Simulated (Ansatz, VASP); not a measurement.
# Cross-check of Ge (Germanium) between VASP and Ansatz

One calculation is typed for both programs; each brings its own data sets and cutoff. How far apart do they land? The cell is taken from a series of VASP runs on this material, whose earlier steps may have relaxed, scaled or displaced it; both programs get it as it stands.

Main program and level: Ansatz 0.2.0; plane waves, with VASP 6.6.1 beside it; relaxation of cell and atoms at PBE and zone-centre phonons at PBEsol with D3(BJ).

## Step 1: Set-up

The structure is cubic, space group Fd-3m (No. 227). The conventional cell has a = 5.749 Å, b = 5.749 Å, c = 5.749 Å, α = 90.00°, β = 90.00°, γ = 90.00°. Nearest to Ge lie 4 Ge at 2.49 Å.

Structure file:

```xyz
2
Lattice="0.0000 2.8744 2.8744 2.8744 0.0000 2.8744 2.8744 2.8744 0.0000" Properties=species:S:1:pos:R:3 pbc="T T T"
Ge    4.3116    4.3116    4.3116
Ge    2.8744    2.8744    2.8744
```

## Step 2: VASP: relaxation of cell and atoms, PBE

The relaxed volume is the usual yardstick between codes: its relative difference is about their pressure difference at one cell divided by the bulk modulus.

Lines of VASP's logs that name or quote its potential files are left out, and so is its time.

File INCAR:

```
SYSTEM = Ge
PREC = Accurate
ENCUT = 450
EDIFF = 1E-07
NELM = 100
ISMEAR = 0
SIGMA = 0.05
LREAL = .FALSE.
ALGO = Normal
GGA = PE
NBANDS = 20
LORBIT = 11
LWAVE = .FALSE.
LCHARG = .FALSE.
KPAR = 4
IBRION = 2
NSW = 50
ISIF = 3
EDIFFG = -0.002
```

File POSCAR:

```
Ge
1.0
    0.0000000000      2.8744182754      2.8744182754
    2.8744182754      0.0000000000      2.8744182754
    2.8744182754      2.8744182754      0.0000000000
Ge
2
Direct
    0.7500000000      0.7500000000      0.7500000000
    0.5000000000      0.5000000000      0.5000000000
```

File KPOINTS:

```
Automatic mesh
0
Gamma
10 10 10
0 0 0
```

Potentials, in the order of the species: Ge_d (PBE family, release 64).

Command:

```console
mpirun -np 4 vasp_std
```

Numbers of over 12 decimals in the logs are rounded to 6 here.

What it wrote:

```text
[banner, memory and clock lines left out]
running    4 mpi-ranks, on    1 nodes
 distrk:  each k-point on    1 cores,    4 groups
 distr:  one band on    1 cores,    1 groups

 POSCAR found type information on POSCAR Ge
 POSCAR found :  1 types and       2 ions
 LDA part: xc-table for (Slater+PW92), standard interpolation
 POSCAR, INCAR and KPOINTS ok, starting setup
 FFT: planning ... GRIDC
 FFT: planning ... GRID_SOFT
 FFT: planning ... GRID
 WAVECAR not read
 entering main loop
       N       E                     dE             d eps       ncg     rms          rms(c)
DAV:   1     0.174470373192E+03    0.17447E+03   -0.13885E+04  2020   0.348E+03
DAV:   2     0.152466109939E+02   -0.15922E+03   -0.15533E+03  1892   0.545E+02
DAV:   3    -0.836357890527E+01   -0.23610E+02   -0.23478E+02  2100   0.139E+02
DAV:   4    -0.909304615781E+01   -0.72947E+00   -0.72907E+00  2108   0.291E+01
DAV:   5    -0.910526955462E+01   -0.12223E-01   -0.12223E-01  2076   0.408E+00    0.300E+00
DAV:   6    -0.905684169262E+01    0.48428E-01   -0.18756E-02  2144   0.148E+00    0.179E+00
DAV:   7    -0.903043108734E+01    0.26411E-01   -0.43904E-02  1992   0.206E+00    0.149E-01
DAV:   8    -0.903210732899E+01   -0.16762E-02   -0.60604E-03  2080   0.108E+00    0.419E-02
DAV:   9    -0.903221310455E+01   -0.10578E-03   -0.25730E-04  2232   0.267E-01    0.178E-02
DAV:  10    -0.903224811075E+01   -0.35006E-04   -0.66155E-05  2244   0.833E-02    0.574E-03
DAV:  11    -0.903224985193E+01   -0.17412E-05   -0.84566E-06  2532   0.536E-02    0.161E-03
DAV:  12    -0.903224995498E+01   -0.10305E-06   -0.60240E-07  2268   0.148E-02    0.429E-04
DAV:  13    -0.903224987593E+01    0.79051E-07   -0.28552E-08  1340   0.220E-03
   1 F= -.90322499E+01 E0= -.90321795E+01  d E =-.903225E+01
[...]
2 F= -.90322556E+01 E0= -.90321835E+01  d E =-.568788E-05
[...]
3 F= -.90322558E+01 E0= -.90321842E+01  d E =-.590629E-05
 curvature:  -0.16 expect dE=-0.429E-06 dE for cont linesearch -0.429E-06
 ZBRENT: interpolating
 opt :   0.7839  next Energy=    -9.032256 (dE=-0.612E-05)
 bond charge predicted
       N       E                     dE             d eps       ncg     rms          rms(c)
DAV:   1    -0.903225750301E+01   -0.16674E-05   -0.21045E-05  2568   0.862E-02    0.741E-03
DAV:   2    -0.903225649022E+01    0.10128E-05   -0.15673E-06  2472   0.240E-02    0.367E-03
DAV:   3    -0.903225605197E+01    0.43825E-06   -0.59795E-07  2288   0.130E-02    0.864E-04
DAV:   4    -0.903225587625E+01    0.17572E-06   -0.60749E-08  1172   0.494E-03    0.159E-04
DAV:   5    -0.903225587790E+01   -0.16489E-08   -0.71974E-09   992   0.130E-03
   4 F= -.90322559E+01 E0= -.90321842E+01  d E =-.600197E-05
 curvature:  -0.08 expect dE=-0.455E-09 dE for cont linesearch -0.455E-09
 trial: gam=-0.01884 g(F)=  0.121E-44 g(S)=  0.554E-08 ort = 0.289E-06 (trialstep = 0.957E+00)
 search vector abs. value=  0.102E-09
 reached required accuracy - stopping structural energy minimisation
```

From OUTCAR (step 2):

```text
ion  position               nearest neighbor table
   1  0.750  0.750  0.750-   2 2.49   2 2.49   2 2.49   2 2.49
   2  0.500  0.500  0.500-   1 2.49   1 2.49   1 2.49   1 2.49

  LATTYP: Found a face centered cubic cell.
 ALAT       =     5.7488365508

 Subroutine GETGRP returns: Found 48 space group operations
 (whereof 24 operations were pure point group operations)

The static configuration has the point symmetry T_d .
 The point group associated with its full space group is O_h .

 Found     47 irreducible k-points:

   k-points           NKPTS =     47   k-points in BZ     NKDIM =     47   number of bands    NBANDS=     20

   dimension x,y,z NGX =    28 NGY =   28 NGZ =   28
   dimension x,y,z NGXF=    56 NGYF=   56 NGZF=   56

   ENCUT  =  450.0 eV  33.07 Ry    5.75 a.u.   7.03  7.03  7.03*2*pi/ulx,y,z

   NELECT =      28.0000    total number of electrons

 k-points in reciprocal lattice and weights: Automatic mesh
   0.00000000  0.00000000  0.00000000       0.001
   0.10000000  0.00000000  0.00000000       0.008
   0.20000000  0.00000000  0.00000000       0.008
   0.30000000  0.00000000  0.00000000       0.008
   0.40000000  0.00000000  0.00000000       0.008
   0.50000000  0.00000000  0.00000000       0.004
   0.10000000  0.10000000  0.00000000       0.006
   0.20000000  0.10000000  0.00000000       0.024
   0.30000000  0.10000000  0.00000000       0.024
[...]
-0.30000000  0.40000000  0.20000000       0.024
  -0.30000000  0.50000000  0.20000000       0.012

 average (electrostatic) potential at core
       1 -74.7670       2 -74.7670

 E-fermi :   4.5282

 k-point     1 :       0.0000    0.0000    0.0000
  band No.  band energies     occupation
    ...
     11      -7.8817      2.00000
     12       4.1250      2.00000
     13       4.5282      0.99897
     14       4.5282      0.99873
     15       4.5282      0.99873
     16       7.0599      0.00000
     17       7.0599      0.00000
     18       7.0599      0.00000
     19      10.8390      0.00000
     20      13.8826      0.00000

 k-point     2 :       0.1000    0.0000    0.0000
  band No.  band energies     occupation
    ...
     10     -19.9883      2.00000
     11      -7.7653      2.00000
     12       2.5561      2.00000
     13       4.3131      2.00000
     14       4.3132      2.00000
     15       5.3236      0.00000
     16       7.3501      0.00000
     17       7.3501      0.00000
     18       7.5669      0.00000
     19      11.4463      0.00000
    ...

 k-point     3 :       0.2000    0.0000    0.0000
  band No.  band energies     occupation
    ...
     10     -19.9798      2.00000
     11      -7.4230      2.00000
     12       0.7300      2.00000
     13       3.8961      2.00000
     14       3.8961      2.00000
     15       5.2072      0.00000
     16       7.8909      0.00000
     17       7.8909      0.00000
     18       9.0319      0.00000
     19      12.4329      0.00000
    ...

  Total        0.0002768      0.0002768      0.0002768      0.0000000      0.0000000     -0.0000000
  in kB        0.0093293      0.0093293      0.0093293      0.0000000      0.0000000     -0.0000000
  external PRESSURE =       0.0093293 kB  Pullay stress =       0.0000000 kB

  energy-cutoff  :      450.00
  volume of cell :       47.54
      direct lattice vectors                 reciprocal lattice vectors
     0.000000000  2.875201551  2.875201551    -0.173900852  0.173900852  0.173900852
     2.875201551 -0.000000000  2.875201551     0.173900852 -0.173900852  0.173900852
     2.875201551  2.875201551  0.000000000     0.173900852  0.173900852 -0.173900852

 POSITION                                       TOTAL-FORCE (eV/Angst)
 -----------------------------------------------------------------------------------
      4.31280      4.31280      4.31280        -0.000000     -0.000000     -0.000000
      2.87520      2.87520      2.87520         0.000000      0.000000      0.000000
 -----------------------------------------------------------------------------------
    total drift:                                0.000000      0.000000      0.000000

  FREE ENERGIE OF THE ION-ELECTRON SYSTEM (eV)
  ---------------------------------------------------
  free  energy   TOTEN  =        -9.0322558779 eV

  energy  without entropy=       -9.0321124663  energy(sigma->0) =       -9.03218417

 reached required accuracy - stopping structural energy minimisation

 total charge
# of ion       s       p       d       tot
------------------------------------------
    1        1.135   1.215  10.017  12.367
    2        1.135   1.215  10.017  12.367
--------------------------------------------------
tot          2.270   2.430  20.033  24.733

[... 3 further parts left out ...]
```

CONTCAR:

```
Ge
   1.00000000000000
     0.0000000000000000    2.8752015506649049    2.8752015506649049
     2.8752015506649049   -0.0000000000000000    2.8752015506649049
     2.8752015506649049    2.8752015506649049    0.0000000000000000
  Ge
     2
Direct
     0.7500000000000000    0.7500000000000000    0.7500000000000000
     0.5000000000000000    0.5000000000000000    0.5000000000000000
```

## Step 3: Ansatz: relaxation of cell and atoms, PBE

Ansatz runs on its default PAW (the set named soft_2) files.

The same cell, functional, mesh and smearing now go to Ansatz, which takes its cutoff from its data sets.

File input.yaml:

```yaml
crystal:
  lattice:
    - [0.0, 2.8744182754, 2.8744182754]
    - [2.8744182754, 0.0, 2.8744182754]
    - [2.8744182754, 2.8744182754, 0.0]
  atoms:
    - { symbol: Ge, position: [0.75, 0.75, 0.75] }
    - { symbol: Ge, position: [0.5, 0.5, 0.5] }
hamiltonian:
  xc: pbe
  pseudopotentials: { kind: paw }
kpoints:
  mp_grid: { grid: [10, 10, 10] }
scf:
  occupations: { method: gaussian, width: 0.05 }
relax:
  f_tol: 0.01
  max_steps: 60
  cell: { stress_tol: 0.05 }
output:
  forces: true
  stress: true
```

Command:

```console
ansatz run input.yaml --threads 4 --pin off --max-ram 9216MiB --backend cpu --events-out ev --progress --plain --runs-dir out
```

What it wrote:

```text
Engine: ansatz 0.2.0, aarch64-unknown-linux-gnu
Pseudopotentials: kind: paw
Pseudopotential: Ge, paw, valence charge 14, recommended cutoff 420 eV (normal), Ge.paw.azcp
Functional definition: PBE
  parameter kappa = 0.804
  parameter beta = 0.066725
  exchange = pbe_x(kappa = kappa, mu = beta*pi^2/3)
  correlation = pbe_c(beta = beta)
Crystal: 2 atoms, lattice volume = 47.498 Å³
Basis set: ecut = 420 eV, 941 PW (Γ), exchange–correlation on 60×60×60 points (8 copies of the dense FFT grid, shifted against one another)
Bands: 18, of which v1, the nominal top of the filled ones, is band 14 counted from 1 (13 counted from 0)
Symmetry: 48 space group operations
Space group: Fd-3m (ITA 227), of the structure as read, at distance tolerance 3.6e-5 Å
k-points: 47 of 1000
Non-local potential: Ge, projectors of the file, l = 0: 2, l = 1: 2, l = 2: 3, l = 3: 1
PAW form: soft (Blöchl's): semilocal exchange-correlation on the pseudo side does not see the compensation charge
PAW one-centre angular grid: Ge, 590 points (default); XC on 64 Gauss nodes
Initial density: superposition of atomic densities (neutral atoms: chi_scale 0, normalization atom), corrected by the library's trained network
Initial wavefunctions: pseudopotential atomic-orbital guess
Functional: x = pbe(κ = 0.804, μ = 0.219515), c = pbe(β = 0.066725)
SCF iter   1: F=—  HF=-8589.964785 eV  |F-HF|=—  |Δ(HF+E_count)|=         —  Δρ=1.49e-3  dr2=1.32e-3  ethr=1.77e-3  ⟨swp⟩=5.9  Hψ=4028  notcnv=0
preconditioner: auto → none  [insulator: Δε(μ)=0.216 eV  Ē_g=23.250 eV  σ=0.050 eV  W_gap=0.50  n_scr=14 (ndim 8)  ℏωp=28.5 eV  f_vac=0.090  D(μ)=0.11/eV (n_scr^D=0)  ε∞_Penn≈2.5]
SCF iter   2: F=—  HF=-8589.964406 eV  |F-HF|=—  |Δ(HF+E_count)|=   3.79e-4  Δρ=9.00e-4  dr2=3.17e-4  ethr=4.73e-6  ⟨swp⟩=2.0  Hψ=1762  notcnv=0
SCF iter   3: F=—  HF=-8589.964445 eV  |F-HF|=—  |Δ(HF+E_count)|=   3.90e-5  Δρ=2.78e-4  dr2=3.15e-5  ethr=1.13e-6  ⟨swp⟩=2.0  Hψ=1505  notcnv=0
SCF iter   4: F=—  HF=-8589.964473 eV  |F-HF|=—  |Δ(HF+E_count)|=   2.75e-5  Δρ=8.00e-5  dr2=2.57e-6  ethr=1.12e-7  ⟨swp⟩=3.0  Hψ=1507  notcnv=0
iter 5 did not close the SCF: its close was put off for the readings that it lacked (scf_convergence_deferred on its scf_iter line)
SCF iter   5: F=-8589.964474 eV  HF=-8589.964474 eV  |F-HF|=2.76e-8  |Δ(HF+E_count)|=   1.61e-6  Δρ=1.16e-5  dr2=3.35e-8  ethr=9.18e-9  ⟨swp⟩=2.0  Hψ=1507  notcnv=0
SCF iter   6: F=-8589.964475 eV  HF=-8589.964475 eV  |F-HF|=1.22e-9  |Δ(HF+E_count)|=   2.00e-8  Δρ=1.43e-6  dr2=5.50e-10  ethr=1.20e-10  ⟨swp⟩=2.1  Hψ=2726  notcnv=0
SCF 1 converged in 6 iterations: F = -8589.964475 eV  dr2 = 5.50e-10
  greatest PAW one-centre occupation: 0.998 electrons in one spin orbital (limit 2), on the Ge atom at site 1 (counted from 0), in its partial waves of l = 2
relax step   1: F+E_penalty+E_count = -8589.96447450 eV  Δ(F+E_penalty+E_count) = +0.000e0 eV  max|allowed force component| = 9.252e-18 eV/Å  Δτ_max = 0.0000 Å  P = +0.377 GPa  Ω = 47.498 Å³  (6 SCF iters, dr2 threshold 1.00e-7 eV, accepted)
[...]
relax step   2: F+E_penalty+E_count = -8589.96477665 eV  Δ(F+E_penalty+E_count) = -3.021e-4 eV  max|allowed force component| = 1.850e-17 eV/Å  Δτ_max = 0.0000 Å  P = +0.064 GPa  Ω = 47.747 Å³  energy of the carried Pulay correction = -3.908e-5 eV  (3 SCF iters, dr2 threshold 2.00e-7 eV, accepted)
[...]
relax step   3: F+E_penalty+E_count = -8589.96477932 eV  Δ(F+E_penalty+E_count) = -2.671e-6 eV  max|allowed force component| = 2.602e-17 eV/Å  Δτ_max = 0.0000 Å  P = +0.001 GPa  Ω = 47.798 Å³  energy of the carried Pulay correction = -4.715e-5 eV  (4 SCF iters, dr2 threshold 1.04e-8 eV, accepted)
[...]
relax step   4: F+E_penalty+E_count = -8589.96482559 eV  Δ(F+E_penalty+E_count) = -4.627e-5 eV  max|allowed force component| = 5.089e-17 eV/Å  Δτ_max = 0.0000 Å  P = +0.002 GPa  Ω = 47.798 Å³  stress off target by 1.82e-3 GPa  SCF on the basis re-selected at this cell (its energy is not comparable with the rows above)  (4 SCF iters)
basis re-selected at this cell: Δ(F+E_penalty+E_count) = -4.627e-5 eV, ΔP = +0.000 GPa vs the last step (what re-selecting the basis moved, of the pressure what is left beyond the Pulay correction that the steps carried, after the strain that the cell walked since its last selection, with what the two solves' SCF thresholds leave and, on support functions, any second-order correction that the steps lacked; it is no m [...]
SCF converged after 4 iterations
Free energy (F): -8589.964826 eV
Harris-Foulkes:  -8589.964826 eV  (|F-HF|=1.09e-11)
Internal energy: -8589.964664 eV  (E = F + TS)
E sigma→0 (E₀):  -8589.964745 eV
Entropy (-TS):   -0.000162 eV (-0.081 meV/atom)
Fermi energy:    7.868550 eV
--- Per-component energies (eV) ---
  E_band       = -315.460622
  E_kinetic    = 221.733646
  E_local      = -5018.237338  (includes V_loc(G=0)·N_el)
  E_nonlocal   = 836.389075
  E_hartree    = 2199.074414
  E_xc         = -150.587599
  E_vxc        = -128.460443  (∫ρ·V_xc dr)
  E_paw        = -4039.285453  (= ΣΔE_a)
  E_vpaw       = -625.035430  (= ΣTr[D̂ρ^β])
  E_aug_tail   = 0.000780  (compensation charges beyond the density's cutoff)
  E_ewald      = -2639.052187
  E_smearing   = -0.000162  (= −TS)
  E_closure    = -0.000000  (closes the sum)
  Σ components = -8589.964826   (vs F -8589.964826, Δ=0.00e0)
--- Forces (eV/Å), atoms counted from 1 ---
  atom   1  Ge     0.00000000     0.00000000     0.00000000
  atom   2  Ge    -0.00000000    -0.00000000    -0.00000000
  max |Σ_I F_I| component: 2.78e-17 eV/Å
--- Stress (GPa, compression-positive) ---
        0.001821       0.000000      -0.000000
        0.000000       0.001821       0.000000
       -0.000000       0.000000       0.001821
  P = ⅓ Tr σ = 0.0018 GPa (0.018 kbar)
--- Relaxed structure (3 steps of the walk, 3 accepted, 1 SCFs on fresh bases) ---
  F+E_penalty+E_count = -8589.96482559 eV   max|allowed force component| = 5.089e-17 eV/Å   (the final SCF, on the basis selected at the relaxed cell)
  cell:  # Å, volume = 47.7982 Å³
    - [0, 2.880452, 2.880452]
    - [2.880452, 0, 2.880452]
    - [2.880452, 2.880452, 0]
  atoms:
    - { symbol: Ge, position: [0.750000, 0.750000, 0.750000] }
    - { symbol: Ge, position: [0.500000, 0.500000, 0.500000] }
```

Run time: 2 s. Hardware: 4 threads of Arm Neoverse V1, shared host; peak memory 0.35 GiB.

## Step 4: Comparison

Known differences besides the potentials themselves: both relaxations stop at a tolerance, which leaves soft axes loose, and VASP keeps its plane-wave basis; the cutoff is 420 eV in Ansatz and 450 eV in VASP; VASP leaves aspherical gradient terms in its spheres out (LASPH is not set), Ansatz keeps them; Ansatz adds a Pulay correction to the stress that steers its cell, VASP none. Total energies have different zeros and are not compared.

Both answers:

```csv
quantity,Ansatz,VASP,difference
volume (Å³),47.80,47.54,+0.55 %
"edge a after relaxation, in the typed setting (Å)",4.074,4.066,+0.18 %
```

The walks stopped with 0.00 GPa left in Ansatz and 0.00 GPa in VASP; each walk ends within a tolerance, so the volume difference is uncertain by about these residues over the bulk modulus, most in soft cells.

[end of part 1 of 2]

[Lines on the potential files, build, host, timing and source positions are cut from VASP's logs without a mark.]

[Logs are printed without paths, hosts, clocks, repeated set-up lines and the standing remarks that a program may print on its own settings, such as how far it seeks lower states.]

[Hosts, paths, dates, database ids (printed as entryN), source tags and the programs' standing remarks are cut or masked in the printed files.]
